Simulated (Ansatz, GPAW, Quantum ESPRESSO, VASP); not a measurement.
**One calculation of HfMoC2, 4 ways**

```
Hf Mo C
1.0
     3.19142    0.00000    0.00000
     0.00000    3.19142    0.00000
     0.00000    0.00000    4.48516
Hf Mo C
1 1 2
Direct
  0.00000 0.00000 0.00000
  0.50000 0.50000 0.50000
  0.50000 0.50000 0.00000
  0.00000 0.00000 0.50000
```

The cell comes from a database or a generator and needn't be the stable form of this composition.

Alike in all runs: task single point; functional PBE; k mesh 8 × 8 × 6; occupations fermi-dirac, width 0.05 eV; no spin polarisation; no spin-orbit coupling. Pressure is positive in compression and, in plane waves, holds the error of the finite cutoff, which Ansatz's Pulay term estimates and takes out.

| program and potentials | plane-wave cutoff (eV) | notes | band gap (eV) | pressure (GPa) |
| --- | --- | --- | --- | --- |
| Ansatz, Ansatz PAW | 420 | 12 valence electrons an atom on average; Pulay term of +0.28 GPa included | no gap | -1.25 |
| VASP, PBE PAW files C, Hf_pv, Mo_sv, 520 eV | 520 | 8 valence electrons an atom on average | no gap | -1.35 |
| Quantum ESPRESSO, SSSP 1.3 efficiency PBE | 816 | 8.5 valence electrons an atom on average | ? | ? |
| GPAW, GPAW PAW data sets (gpaw-data 1.2.1) | 800 | 8.5 valence electrons an atom on average | no gap | -0.38 |

Problem. Estimate from the other rows what the run with Quantum ESPRESSO, SSSP 1.3 efficiency PBE gave.

Solution. No band gap; pressure -0.95 GPa. The other rows, which needn't bracket it: pressure -1.35 to -0.38.
